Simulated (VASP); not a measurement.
**MgCd2Te3: relaxation of cell and atoms with PBE**

Crystal: MgCd2Te3.

```xyz
6
Lattice="4.2983 0.0000 0.0000 -2.1492 3.7225 0.0000 0.0000 0.0000 10.5617" Properties=species:S:1:pos:R:3 pbc="T T T"
Mg    0.0000    0.0000    0.0000
Cd    0.0000    2.4816    7.0681
Cd    2.1492    1.2408    3.4937
Te    0.0000    0.0000    5.2809
Te    0.0000    2.4816    1.6899
Te    2.1492    1.2408    8.8718
```

The cell was built by a generator and needn't be a form met in nature.

```json
{
  "Program": "VASP 6.6.1",
  "Task": "relaxation of cell and atoms",
  "Functional": "PBE",
  "Potentials or basis": "VASP PAW PBE potentials, release 64 (Mg, Cd, Te)",
  "Cutoff": "520 eV",
  "k mesh": "8 × 8 × 4",
  "Occupations": "gaussian, width 0.1 eV",
  "Spin": "no spin polarisation",
  "Further INCAR settings": "ALGO = Normal; EDIFF = 1e-07; IBRION = 2; POTIM = 0.3; EDIFFG = -0.005; NSW = 60; ISIF = 3"
}
```

```
Pressure after relaxing      : 0.0 GPa
Largest force after relaxing : 0.004 eV/Å
Band gap on the k mesh       : none (metal or under the smearing width)
```

Forces in eV/Å, atoms in the order of the input:
```
Mg   0.000  0.000  0.000
Cd   0.000  0.000 -0.003
Cd   0.000  0.000  0.003
Te   0.000  0.000  0.000
Te   0.000  0.000  0.004
Te   0.000  0.000 -0.004
```

Final structure:
```
Mg Cd Te
1.0
     4.29832    0.00000    0.00000
    -2.14916    3.72245    0.00000
     0.00000    0.00000   10.56174
Mg Cd Te
1 2 3
Direct
  0.00000 0.00000 0.00000
  0.33333 0.66667 0.66922
  0.66667 0.33333 0.33078
  0.00000 0.00000 0.50000
  0.33333 0.66667 0.16001
  0.66667 0.33333 0.83999
```

Levels at points of the mesh, in eV from the Fermi level:
| k point | band 19 | band 20 | band 21 | band 22 | band 23 | band 24 | band 25 | band 26 |
| --- | --- | --- | --- | --- | --- | --- | --- | --- |
| (0.00, 0.00, 0.00) | -0.29 | -0.29 | -0.02 | -0.02 | 0.80 | 2.99 | 3.01 | 4.62 |
| (0.50, 0.00, 0.00) | -1.50 | -1.27 | -0.88 | -0.75 | -0.67 | 2.21 | 2.49 | 3.92 |
| (0.00, 0.00, 0.50) | -0.17 | -0.17 | -0.09 | -0.09 | 2.25 | 2.56 | 2.91 | 4.17 |
| (0.50, 0.00, 0.50) | -1.62 | -1.57 | -0.18 | -0.17 | 0.34 | 0.86 | 2.86 | 4.14 |

Wall time 30 s on 4 MPI ranks on AMD EPYC 9R14 (Zen 4) (shared host), peak memory 0.35 GiB a rank.

Caveat: the relaxation stopped at its first step, so nothing moved. The run has no spin-orbit coupling, so splittings on Te are missing.
